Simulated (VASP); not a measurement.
**A VASP study of MnF2 (LDA + U): structure first, properties next**

What structure and properties does LDA + U give MnF2, and how near are they to the measured ones? The steps: magnetic start: ferromagnetic, magnetic start: antiferromagnetic within the cell, magnetic start: antiferromagnetic, q = (0, 0, 1/2), magnetic start: antiferromagnetic, q = (1/2, 1/2, 1/2), magnetic start: antiferromagnetic, q = (1/2, 1/2, 0), the orders side by side, relaxing cell and atoms (LDA + U), second relaxation, density, ELF and potential (LDA + U), band structure (LDA + U), total and projected DOS (LDA + U), zone-centre phonons (LDA + U), optical spectrum (LDA + U), core-level energies (LDA + U) and bands along the symmetry lines (LDA + U) with a changed input. The start is a cell from a database of measured crystal structures.

Method: LDA, DFT+U (Mn d 5 eV), spin-polarised from a ferromagnetic start; plane waves and PAW (Mn_pv, F), in the first sound run; inputs show where later runs differ, in VASP 6.6.1.

**What experiment says.**

“SENJU: a new time-of-flight single-crystal neutron diffractometer at J-PARC” (2016, pmc:4762571) quotes from earlier work for MnF2, tetragonal rutile type (bulk crystal): lattice constant a (a = b, quoted cell parameter) 4.874 Å [literature cell parameter quoted as background; measurement temperature not stated].

For MnF2, rutile, antiferromagnetic (literature value), “Elastic and magnetic effects on the infrared phonon spectra of MnF2” (2009, arxiv:0910.3137) quotes earlier work: Raman mode (Eg) 246.7 cm⁻¹ at 5 K [literature value from another sample]; Raman mode (A1g) 346.8 cm⁻¹ at 5 K [literature value from another sample]; infrared mode (Eu(1) TO) 158.5 cm⁻¹ at 300 K; infrared mode (Eu(2) TO) 255.1 cm⁻¹ at 300 K [weak mode, oscillator strength only 0.09]; infrared mode (A2u TO) 289.6 cm⁻¹ at 300 K; infrared mode (Eu(3) TO) 357.9 cm⁻¹ at 300 K.

Report form: the programs' logs are mostly left out.

### Step 1. Set-up

It takes space group P4_2/mnm (No. 136, tetragonal). Conventional cell: a = 4.874 Å, b = 4.874 Å, c = 3.311 Å, α = 90.00°, β = 90.00°, γ = 90.00°. Nearest to Mn lie 6 F at 2.10 to 2.13 Å. F has 3 Mn at 2.10 to 2.13 Å nearest. Farther neighbours and most contacts between anions are not listed.

Structure file:

```xyz
6
Lattice="4.8738 0.0000 0.0000 0.0000 4.8738 0.0000 0.0000 0.0000 3.3107" Properties=species:S:1:pos:R:3 pbc="T T T"
Mn    0.0000    0.0000    0.0000
Mn    2.4369    2.4369    1.6554
F     1.4880    1.4880    0.0000
F     0.9489    3.9249    1.6554
F     3.3858    3.3858    0.0000
F     3.9249    0.9489    1.6554
```

### Step 2. Magnetic start: ferromagnetic

The properties of a magnet depend on its order, so a few collinear patterns are compared first on the cell as listed, beginning with all moments parallel. LDA, the lowest rung, knows the local density alone. A Hubbard U penalises fractional filling of the localised shell, which semilocal functionals favour.

Input file INCAR:

```
SYSTEM = MnF2
PREC = Accurate
ENCUT = 520
EDIFF = 1E-06
NELM = 100
ISMEAR = 0
SIGMA = 0.05
LREAL = .FALSE.
ALGO = Normal
GGA = CA
NBANDS = 41
ISPIN = 2
MAGMOM = 4 4 0 0 0 0
LDAU = .TRUE.
LDAUTYPE = 2
LDAUL = 2 -1
LDAUU = 5 0
LDAUJ = 0 0
LDAUPRINT = 1
LASPH = .TRUE.
LMAXMIX = 4
LORBIT = 11
LWAVE = .FALSE.
LCHARG = .FALSE.
KPAR = 8
ISIF = 2
```

Input file POSCAR:

```
MnF2
1.0
    4.8738000000      0.0000000000      0.0000000000
    0.0000000000      4.8738000000      0.0000000000
    0.0000000000      0.0000000000      3.3107000000
Mn F
2 4
Direct
    0.0000000000      0.0000000000      0.0000000000
    0.5000000000      0.5000000000      0.5000000000
    0.3053000000      0.3053000000      0.0000000000
    0.1947000000      0.8053000000      0.5000000000
    0.6947000000      0.6947000000      0.0000000000
    0.8053000000      0.1947000000      0.5000000000
```

Input file KPOINTS:

```
Automatic mesh
0
Gamma
5 5 7
0 0 0
```

Potentials, in the order of the species: Mn_pv and F (LDA family, release 64).

Run with:

```console
mpirun -np 8 vasp_std
```

Elapsed: 15 s, on 8 MPI ranks of Intel Xeon 6975P-C (Granite Rapids), shared host; peak memory 2 GiB; 1.9 min of CPU time.

The gap is read on the k-mesh alone, so it is an upper bound where the band edges lie off the mesh, and a coarse mesh can show a gap where there is none. At this level the cell is under a tension of 4.2 GPa, so at these settings it is away from equilibrium.

Numbers from this step:

```yaml
scf_cycles: 14
electrons: 54
bands: 41
irreducible_k_points: 24
symmetry_operations: 16
free_energy_toten: -39.72 eV
fermi_energy: 1.820 eV
pressure: -4.193 GPa
moment_of_the_cell_from_the_last_line_of_the_log: 10 μB
metallic_judged_on_the_points_sampled: no
valence_top_at_k: 0, 0, 0
conduction_bottom_at_k: 0, 0, 0
least_direct_gap_at_k: 0, 0, 0
gap_on_the_k_mesh: 2.421 eV
least_direct_gap_on_the_k_mesh: 2.421 eV
```

Spin moment in the PAW sphere by atom:

| atom | spin moment in the PAW sphere (μB) |
| --- | --- |
| Mn1 | 4.68 |
| Mn2 | 4.68 |
| F3 | 0.06 |
| F4 | 0.06 |
| F5 | 0.06 |
| F6 | 0.06 |

The run ends ferromagnetic with a largest moment of 4.68 μB, and the mesh shows a gap of 2.42 eV.

### Step 3. Magnetic start: antiferromagnetic within the cell

This step: LDA, DFT+U (Mn d 5 eV), spin-polarised from an antiferromagnetic start; plane waves and PAW (Mn_pv, F) (VASP 6.6.1).

Next, a pattern with opposite moments.

INCAR: that of step 2 with these lines changed.

```diff
@@ -10,5 +10,5 @@
 GGA = CA
-NBANDS = 41
+NBANDS = 36
 ISPIN = 2
-MAGMOM = 4 4 0 0 0 0
+MAGMOM = 4 -4 0 0 0 0
 LDAU = .TRUE.
```

POSCAR is that of step 2.

KPOINTS is that of step 2.

Run with:

```console
mpirun -np 8 vasp_std
```

Elapsed: 15 s, on 8 MPI ranks; peak memory 2 GiB; 1.9 min of CPU time.

At this level the cell is under a tension of 4.5 GPa, so at these settings it is away from equilibrium.

Numbers from this step:

| Item | Value |
| --- | --- |
| SCF cycles | 15 |
| bands | 36 |
| free energy (TOTEN) | -39.76 eV |
| Fermi energy | 1.241 eV |
| pressure | -4.529 GPa |
| valence top at k | 0.2, 0.2, 0 |
| gap on the k-mesh | 3.450 eV |
| least direct gap on the k-mesh | 3.486 eV |

Spin moment in the PAW sphere by atom:

| atom | spin moment in the PAW sphere (μB) |
| --- | --- |
| Mn1 | 4.66 |
| Mn2 | -4.66 |
| F3 | -0.02 |
| F4 | 0.02 |
| F5 | -0.02 |
| F6 | 0.02 |

The energy lies -5.9 meV an atom from the first pattern. The run ends antiferromagnetic with a largest moment of 4.66 μB, and the mesh shows a gap of 3.45 eV.

### Step 4. Magnetic start: antiferromagnetic, q = (0, 0, 1/2)

System of this step: MnF2. The structure is tetragonal, space group P4_2/mnm (No. 136). The conventional cell has a = 4.874 Å, b = 4.874 Å, c = 3.311 Å, α = 90.00°, β = 90.00°, γ = 90.00°. Nearest to Mn lie 6 F at 2.10 to 2.13 Å. Nearest to F lie 3 Mn at 2.10 to 2.13 Å. Farther neighbours and most contacts between anions are not listed.

Next, a pattern with opposite moments, which needs a doubled cell; q is given in the reciprocal vectors of the primitive cell.

INCAR: that of step 3 with these lines changed.

```diff
@@ -10,5 +10,5 @@
 GGA = CA
-NBANDS = 36
+NBANDS = 72
 ISPIN = 2
-MAGMOM = 4 -4 0 0 0 0
+MAGMOM = 4 -4 4 -4 0 0 0 0 0 0 0 0
 LDAU = .TRUE.
```

Input file POSCAR:

```
MnF2
1.0
    4.8738000000      0.0000000000      0.0000000000
    0.0000000000      4.8738000000      0.0000000000
    0.0000000000      0.0000000000      6.6214000000
Mn F
4 8
Direct
    0.0000000000      0.0000000000      0.0000000000
    0.0000000000      0.0000000000      0.5000000000
    0.5000000000      0.5000000000      0.2500000000
    0.5000000000      0.5000000000      0.7500000000
    0.3053000000      0.3053000000      0.0000000000
    0.3053000000      0.3053000000      0.5000000000
    0.1947000000      0.8053000000      0.2500000000
    0.1947000000      0.8053000000      0.7500000000
    0.6947000000      0.6947000000      0.0000000000
    0.6947000000      0.6947000000      0.5000000000
    0.8053000000      0.1947000000      0.2500000000
    0.8053000000      0.1947000000      0.7500000000
```

Input file KPOINTS:

```
Automatic mesh
0
Gamma
5 5 4
0 0 0
```

Run with:

```console
mpirun -np 8 vasp_std
```

Run time: 55 s. Hardware: 8 MPI ranks; peak memory 3.2 GiB; 7.1 min of CPU time.

At this level the cell is under a tension of 4.3 GPa, so at these settings it is away from equilibrium.

This step gave:

| Property | Result |
| --- | --- |
| electrons | 108 |
| bands | 72 |
| irreducible k-points | 18 |
| symmetry operations | 8 |
| free energy (TOTEN) | -79.4813 eV |
| Fermi energy | 1.260 eV |
| pressure | -4.345 GPa |
| valence top at k | 0.4, 0, 0 |
| gap on the k-mesh | 3.288 eV |
| least direct gap on the k-mesh | 3.471 eV |

Spin moment in the PAW sphere by atom:

| atom | spin moment in the PAW sphere (μB) |
| --- | --- |
| Mn1 | 4.67 |
| Mn2 | -4.67 |
| Mn3 | 4.67 |
| Mn4 | -4.67 |
| F5 | 0.02 |
| F6 | -0.02 |
| F7 | 0.02 |
| F8 | -0.02 |
| F9 | 0.02 |
| F10 | -0.02 |
| F11 | 0.02 |
| F12 | -0.02 |

The energy lies -2.9 meV an atom from the first pattern. The run ends antiferromagnetic with a largest moment of 4.67 μB, and the mesh shows a gap of 3.29 eV.

### Step 5. Magnetic start: antiferromagnetic, q = (1/2, 1/2, 1/2)

INCAR is that of step 4.

Input file POSCAR:

```
MnF2
1.0
   -4.8738000000      0.0000000000     -3.3107000000
    0.0000000000     -4.8738000000      3.3107000000
    0.0000000000      4.8738000000      3.3107000000
Mn F
4 8
Direct
    0.0000000000      0.0000000000      0.0000000000
    0.0000000000      0.5000000000      0.5000000000
    0.5000000000      0.7500000000      0.2500000000
    0.5000000000      0.2500000000      0.7500000000
    0.6947000000      0.6947000000      0.0000000000
    0.6947000000      0.1947000000      0.5000000000
    0.8053000000      0.7500000000      0.5553000000
    0.8053000000      0.2500000000      0.0553000000
    0.3053000000      0.3053000000      0.0000000000
    0.3053000000      0.8053000000      0.5000000000
    0.1947000000      0.7500000000      0.9447000000
    0.1947000000      0.2500000000      0.4447000000
```

Input file KPOINTS:

```
Automatic mesh
0
Gamma
5 5 5
0 0 0
```

Run with:

```console
mpirun -np 8 vasp_std
```

It took 74 s on 8 MPI ranks; peak memory 3.8 GiB; 9.7 min of CPU time.

Numbers from this step:

```yaml
scf_cycles: 16
free_energy_toten: -79.4801 eV
fermi_energy: 1.455 eV
pressure: -4.339 GPa
valence_top_at_k: 0.2, 0.2, 0
gap_on_the_k_mesh: 3.262 eV
least_direct_gap_on_the_k_mesh: 3.326 eV
```

The energy lies -2.8 meV an atom from the first pattern. The run ends antiferromagnetic with a largest moment of 4.67 μB, and the mesh shows a gap of 3.26 eV.

### Step 6. Magnetic start: antiferromagnetic, q = (1/2, 1/2, 0)

INCAR is that of step 5.

Input file POSCAR:

```
MnF2
1.0
    9.7476000000      0.0000000000      0.0000000000
    4.8738000000      4.8738000000      0.0000000000
    0.0000000000      0.0000000000      3.3107000000
Mn F
4 8
Direct
    0.0000000000      0.0000000000      0.0000000000
    0.5000000000      0.0000000000      0.0000000000
    0.0000000000      0.5000000000      0.5000000000
    0.5000000000      0.5000000000      0.5000000000
    0.0000000000      0.3053000000      0.0000000000
    0.5000000000      0.3053000000      0.0000000000
    0.6947000000      0.8053000000      0.5000000000
    0.1947000000      0.8053000000      0.5000000000
    0.0000000000      0.6947000000      0.0000000000
    0.5000000000      0.6947000000      0.0000000000
    0.3053000000      0.1947000000      0.5000000000
    0.8053000000      0.1947000000      0.5000000000
```

Input file KPOINTS:

```
Automatic mesh
0
Gamma
5 5 7
0 0 0
```

Run with:

```console
mpirun -np 8 vasp_std
```

Elapsed: 2.7 min, on 8 MPI ranks; peak memory 5.2 GiB.

This step gave:

- irreducible k-points: 36
- free energy (TOTEN): -79.4831 eV
- Fermi energy: 1.438 eV
- pressure: -4.311 GPa
- valence top at k: 0.4, 0.4, 0.4286
- gap on the k-mesh: 3.132 eV
- least direct gap on the k-mesh: 3.309 eV

Spin moment in the PAW sphere by atom:

```csv
atom,spin moment in the PAW sphere (μB)
Mn1,4.67
Mn2,-4.67
Mn3,4.67
Mn4,-4.67
F5,0.05
F6,-0.05
F7,-0.02
F8,0.02
F9,0.05
F10,-0.05
F11,-0.02
F12,0.02
```

The energy lies -3.1 meV an atom from the first pattern. The run ends antiferromagnetic with a largest moment of 4.67 μB, and the mesh shows a gap of 3.13 eV.

### Step 7. The orders side by side

This step: collinear orders at LDA, DFT+U (Mn d 5 eV); plane waves and PAW (VASP 6.6.1).

Derived from the runs above.

Patterns, by row:

```
                                 start  atoms  energy less that of the first (meV/atom)  largest site moment (μB)          end state
                         ferromagnetic      6                                         0                      4.68      ferromagnetic
     antiferromagnetic within the cell      6                                      -5.9                      4.66  antiferromagnetic
    antiferromagnetic, q = (0, 0, 1/2)     12                                      -2.9                      4.67  antiferromagnetic
antiferromagnetic, q = (1/2, 1/2, 1/2)     12                                      -2.8                      4.67  antiferromagnetic
  antiferromagnetic, q = (1/2, 1/2, 0)     12                                      -3.1                      4.67  antiferromagnetic
```

The session goes on in the lowest magnetic state found: antiferromagnetic. The patterns fill cells of other size, so they are sampled unlike, which blurs small differences between them. The next one lies 2.9 meV an atom higher. Differences this small don't decide the order on unrelaxed cells.

### Step 8. Relaxing cell and atoms (LDA + U)

This step: LDA, DFT+U (Mn d 5 eV), spin-polarised from an antiferromagnetic start; plane waves and PAW (Mn_pv, F) (VASP 6.6.1).

System of this step: MnF2. Symmetry: P4_2/mnm, No. 136, tetragonal system. Conventional cell: a = 4.874 Å, b = 4.874 Å, c = 3.311 Å, α = 90.00°, β = 90.00°, γ = 90.00°. Nearest to Mn lie 6 F at 2.10 to 2.13 Å. Nearest to F lie 3 Mn at 2.10 to 2.13 Å. Farther neighbours and most contacts between anions are not listed.

Properties are meant for the cell that this level of theory prefers, so cell and atoms are relaxed first (ISIF = 3) until forces and stress are small; EDIFFG sets the threshold.

INCAR: that of step 6 with these lines changed.

```diff
@@ -10,5 +10,5 @@
 GGA = CA
-NBANDS = 72
+NBANDS = 36
 ISPIN = 2
-MAGMOM = 4 -4 4 -4 0 0 0 0 0 0 0 0
+MAGMOM = 4.66 -4.66 -0.02 0.02 -0.02 0.02
 LDAU = .TRUE.
@@ -25,2 +25,5 @@
 KPAR = 8
-ISIF = 2
+IBRION = 2
+NSW = 60
+ISIF = 3
+EDIFFG = -0.01
```

Input file POSCAR:

```
MnF2
1.0
    4.8738000000      0.0000000000      0.0000000000
    0.0000000000      4.8738000000      0.0000000000
    0.0000000000      0.0000000000      3.3107000000
Mn F
2 4
Direct
    0.0000000000      0.0000000000      0.0000000000
    0.5000000000      0.5000000000      0.5000000000
    0.3053000000      0.3053000000      0.0000000000
    0.1947000000      0.8053000000      0.5000000000
    0.6947000000      0.6947000000      0.0000000000
    0.8053000000      0.1947000000      0.5000000000
```

KPOINTS is that of step 6.

Run with:

```console
mpirun -np 8 vasp_std
```

It took 66 s on 8 MPI ranks; peak memory 2.3 GiB; 8.5 min of CPU time.

The magnetic order is the lowest of the few collinear ones that converged above; longer or canted patterns were not tried. With U or an open f shell each start may have settled in an orbital state of its own, so the order itself isn't shown. The run keeps the 16 symmetry operations of its start, so it cannot find a distortion of lower symmetry.

The steps of the relaxation:

```
step  energy less that of the first step (eV)  largest force (eV/Å)  pressure (GPa)  volume (Å³)
   1                                   0.0000                0.0100           -4.52        78.64
   2                                  -0.0485                0.0841            1.06        74.51
   3                                  -0.0509                0.0653           -0.04        75.21
   4                                  -0.0509                0.0673            0.08        75.15
   5                                  -0.0516                0.0339            0.11        75.09
   6                                  -0.0518                0.0052            0.13        75.05
   7                                  -0.0518                0.0015           -0.06        75.17
   8                                  -0.0518                0.0025           -0.02        75.14
```

```csv
"conventional cell, symmetrised",before,after,change
a (Å),4.874,4.803,-1.5 %
b (Å),4.874,4.803,-1.5 %
c (Å),3.311,3.258,-1.6 %
volume (Å³/atom),13.11,12.52,-4.4 %
```

Final coordinates:

```cif
data_structure
_symmetry_space_group_name_H-M 'P 1'
_symmetry_Int_Tables_number 1
_cell_length_a 4.8028
_cell_length_b 4.8028
_cell_length_c 3.2576
_cell_angle_alpha 90.000
_cell_angle_beta 90.000
_cell_angle_gamma 90.000
_cell_volume 75.14
loop_
_atom_site_label
_atom_site_type_symbol
_atom_site_fract_x
_atom_site_fract_y
_atom_site_fract_z
_atom_site_occupancy
Mn1 Mn 0.00000 0.00000 0.00000 1
Mn2 Mn 0.50000 0.50000 0.50000 1
F3 F 0.30447 0.30447 0.00000 1
F4 F 0.19553 0.80447 0.50000 1
F5 F 0.69553 0.69553 0.00000 1
F6 F 0.80447 0.19553 0.50000 1
```

Numbers from this step:

```yaml
electrons: 54
bands: 36
irreducible_k_points: 24
symmetry_operations: 16
free_energy_toten: -39.81 eV
fermi_energy: 1.715 eV
pressure: -0.02177 GPa
valence_top_at_k: 0.4, 0, 0
scf_cycles_over_all_ionic_steps: 62
gap_on_the_k_mesh: 3.461 eV
least_direct_gap_on_the_k_mesh: 3.502 eV
```

Spin moment in the PAW sphere by atom:

| atom | spin moment in the PAW sphere (μB) |
| --- | --- |
| Mn1 | 4.65 |
| Mn2 | -4.65 |
| F3 | -0.02 |
| F4 | 0.02 |
| F5 | -0.02 |
| F6 | 0.02 |

It ends with a largest force of 0.003 eV/Å and a pressure of -0.02 GPa.

### Step 9. Second relaxation

A relaxation keeps the plane waves of the cell it began with, so it is repeated from the new cell, on a basis made for it.

INCAR is that of step 8.

Input file POSCAR:

```
MnF2
1.0
    4.8028259765      0.0000000000      0.0000000000
    0.0000000000      4.8028259765      0.0000000000
    0.0000000000      0.0000000000      3.2576199521
Mn F
2 4
Direct
    0.0000000000      0.0000000000      0.0000000000
    0.5000000000      0.5000000000      0.5000000000
    0.3044710830      0.3044710830      0.0000000000
    0.1955289170      0.8044710830      0.5000000000
    0.6955289170      0.6955289170      0.0000000000
    0.8044710830      0.1955289170      0.5000000000
```

KPOINTS is that of step 8.

Run with:

```console
mpirun -np 8 vasp_std
```

Elapsed: 19 s, on 8 MPI ranks; peak memory 2 GiB; 2.4 min of CPU time.

Little changed from the start: no atom moved by 0.005 Å and no cell edge by 0.1 %.

This step gave:

| Item | Value |
| --- | --- |
| free energy (TOTEN) | -39.80 eV |
| Fermi energy | 1.728 eV |
| pressure | 0.003957 GPa |
| SCF cycles over all ionic steps | 22 |
| gap on the k-mesh | 3.460 eV |
| least direct gap on the k-mesh | 3.501 eV |

It ends with a largest force of 0.004 eV/Å and a pressure of 0.00 GPa. The volume moved by only 0.07 %, so the volume is settled.

(Continued in part 2 of 3.)

[Lines on the potential files, build, host, timing and source positions are cut from VASP's logs without a mark.]

[Logs are printed without paths, hosts, clocks, repeated set-up lines and the standing remarks that a program may print on its own settings, such as how far it seeks lower states.]

[Hosts, paths, dates, database ids (printed as entryN), source tags and the programs' standing remarks are cut or masked in the printed files.]

[A measured line is paired with the nearest computed mode of its activity, which favours agreement.]

[In band tables of VASP the shares of atoms and orbitals are scaled to a sum of 1 inside the atoms' spheres.]
